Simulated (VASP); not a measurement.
Output of a VASP run:

OSZICAR:
```
       N       E                     dE             d eps       ncg     rms          rms(c)
DAV:   1     0.982384271258E+02    0.98238E+02   -0.83596E+03  5202   0.948E+02
DAV:   2    -0.125450990944E+02   -0.11078E+03   -0.10590E+03  5565   0.276E+02
DAV:   3    -0.164604014009E+02   -0.39153E+01   -0.38919E+01  6034   0.580E+01
DAV:   4    -0.165009692220E+02   -0.40568E-01   -0.40555E-01  6120   0.596E+00
DAV:   5    -0.165016534479E+02   -0.68423E-03   -0.68421E-03  6249   0.761E-01    0.127E+01
DAV:   6    -0.156219083959E+02    0.87975E+00   -0.89284E+00  5290   0.398E+01    0.106E+01
DAV:   7    -0.153015847035E+02    0.32032E+00   -0.17630E+00  5110   0.214E+01    0.570E+00
DAV:   8    -0.152972804076E+02    0.43043E-02   -0.69279E-02  5565   0.241E+00    0.330E+00
DAV:   9    -0.152880626277E+02    0.92178E-02   -0.18318E-02  6595   0.154E+00    0.762E-01
DAV:  10    -0.152905857852E+02   -0.25232E-02   -0.54279E-03  5313   0.797E-01    0.326E-01
DAV:  11    -0.152909232976E+02   -0.33751E-03   -0.13136E-03  6364   0.356E-01    0.824E-02
DAV:  12    -0.152909413795E+02   -0.18082E-04   -0.16314E-04  5593   0.971E-02    0.558E-02
DAV:  13    -0.152909404751E+02    0.90437E-06   -0.42674E-06  6168   0.229E-02
   1 F= -.15290940E+02 E0= -.15257341E+02  d E =-.671991E-01  mag=     3.9849
```

### OUTCAR
```
------------------------ aborting loop because EDIFF is reached ----------------------------------------
  FORCE on cell =-STRESS in cart. coord.  units (eV):
  Direction    XX          YY          ZZ          XY          YZ          ZX
  --------------------------------------------------------------------------------------
  Total       -1.8119595     -1.8119595     -1.8119595     -0.0000000     -0.0000000      0.0000000
  in kB      -93.1760389    -93.1760389    -93.1760389     -0.0000000     -0.0000000      0.0000000
  external PRESSURE =     -93.1760389 kB  Pullay stress =       0.0000000 kB
  volume of cell :       31.16
      direct lattice vectors                 reciprocal lattice vectors
     0.000000000  2.497516000  2.497516000    -0.200198918  0.200198918  0.200198918
     2.497516000  0.000000000  2.497516000     0.200198918 -0.200198918  0.200198918
     2.497516000  2.497516000  0.000000000     0.200198918  0.200198918 -0.200198918
 POSITION                                       TOTAL-FORCE (eV/Angst)
 -----------------------------------------------------------------------------------
      0.00000      0.00000      0.00000         0.000000      0.000000      0.000000
      2.49752      2.49752      2.49752        -0.000000     -0.000000     -0.000000
 -----------------------------------------------------------------------------------
    total drift:                                0.000000      0.000000      0.000000
  FREE ENERGIE OF THE ION-ELECTRON SYSTEM (eV)
  ---------------------------------------------------
  free  energy   TOTEN  =       -15.2909404751 eV

  energy  without entropy=      -15.2237414059  energy(sigma->0) =      -15.25734094

 total charge

# of ion       s       p       d       tot
------------------------------------------
    1        1.328   2.383   0.000   3.711
    2        0.245   6.200   5.042  11.487
--------------------------------------------------
tot          1.573   8.583   5.042  15.198

 magnetization (x)

# of ion       s       p       d       tot
------------------------------------------
    1        0.024   0.036   0.000   0.060
    2        0.047   0.034   3.577   3.659
--------------------------------------------------
tot          0.071   0.070   3.577   3.719
```
(Selected blocks of OUTCAR.)

File POSCAR:
```
MnS
1
    0.0000000000     2.4975160000     2.4975160000
    2.4975160000     0.0000000000     2.4975160000
    2.4975160000     2.4975160000     0.0000000000
S Mn
1 1
Direct
  0.0000000000   0.0000000000   0.0000000000
  0.5000000000   0.5000000000   0.5000000000
```

Question: Write an INCAR and KPOINTS that could have produced this output.

Answer: One answer among several that fit: the input of the run itself, LDA (Ceperley-Alder, Perdew-Zunger), plane waves, VASP's LDA PAW potentials (set 64).

INCAR:
```
# general
SYSTEM  = MnS
PREC    = Accurate
ENCUT   = 300
LREAL   = .False.
LASPH   = .True.

# electronic loop
EDIFF   = 1E-6
NELM    = 100
ALGO    = Normal
LMAXMIX = 4

# smearing
ISMEAR  = 0
SIGMA   = 0.3

# spin
ISPIN   = 2
MAGMOM  = 0.0 4.0

# ions
ISIF    = 2

# output
LWAVE   = .False.
LCHARG  = .False.
LORBIT  = 11
```

KPOINTS:
```
Automatic mesh
0
Gamma
13 13 13
0 0 0
```

POTCAR, in this order: S Mn_pv (LDA.64 set). Program: vasp_std.

At this cut-off the stress carries a Pulay error, which pulls relaxed volumes low.  The moments were started parallel, and other spin orders were not tried in this run.

The structure was generated: MnS was put into an ordered model structure, which need not be its known phase. The cell was not relaxed at this level. The run is one of a series of settings (SIGMA = 0.3, KPOINTS 13×13×13 Γ-centred mesh against the base run), some of them coarse on purpose.
